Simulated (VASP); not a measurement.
VASP ran on this input.

### INCAR
```
SYSTEM=K2S
PREC=Accurate; ENCUT=400; LREAL=F
LASPH=T
EDIFF=1E-6; NELM=100; ALGO=Normal
ISMEAR=0; SIGMA=0.05
IBRION=2; NSW=60; ISIF=3
EDIFFG=-0.02
LWAVE=F; LCHARG=F
```

File POSCAR:
```
K2S
1
   -0.0000000000     3.6025419217     3.6025419217
    3.6025419217    -0.0000000000     3.6025419217
    3.6025419217     3.6025419217     0.0000000000
K S
2 1
Direct
  0.2500000000   0.2500000000   0.2500000000
  0.7500000000   0.7500000000   0.7500000000
  0.0000000000   0.0000000000   0.0000000000
```

### KPOINTS
```
kpoints
0
gamma
  5 5 5
```

POTCAR, in this order: K_sv S (LDA.64 set). Program: vasp_std.

Q: Write an equivalent input for Ansatz.

A: One equivalent input (not run):
Ansatz 0.2 input:
```yaml
crystal:
  lattice:
    - [0.0000000, 3.6025419, 3.6025419]
    - [3.6025419, 0.0000000, 3.6025419]
    - [3.6025419, 3.6025419, 0.0000000]
  atoms:
    - { symbol: K, position: [0.2500000, 0.2500000, 0.2500000] }
    - { symbol: K, position: [0.7500000, 0.7500000, 0.7500000] }
    - { symbol: S, position: [0.0000000, 0.0000000, 0.0000000] }
kpoints:
  mp_grid: { grid: [5, 5, 5] }
hamiltonian:
  xc: lda
  pseudopotentials: { kind: paw }
scf:
  occupations: { method: gaussian, width: 0.05 }
  max_iter: 100
relax:
  max_steps: 60
  f_tol: 0.02
  cell: {}
output: { forces: true, stress: true, eigenvalues: true }
```
Limits of the translation: each code has its own PAW files, so the cut-off isn't converted (ENCUT is set for VASP's; basis.ecutwfc is left out, and Ansatz then takes the one that its files recommend); Ansatz stops its SCF on the density residual and VASP on the energy change (EDIFF); Ansatz's lda is the Perdew-Wang form, while the LDA potentials of VASP carry Perdew-Zunger's.

The compound is K2S in the antifluorite structure. It was relaxed first, which changed the volume by -8 %. The start is the result of an earlier pass.
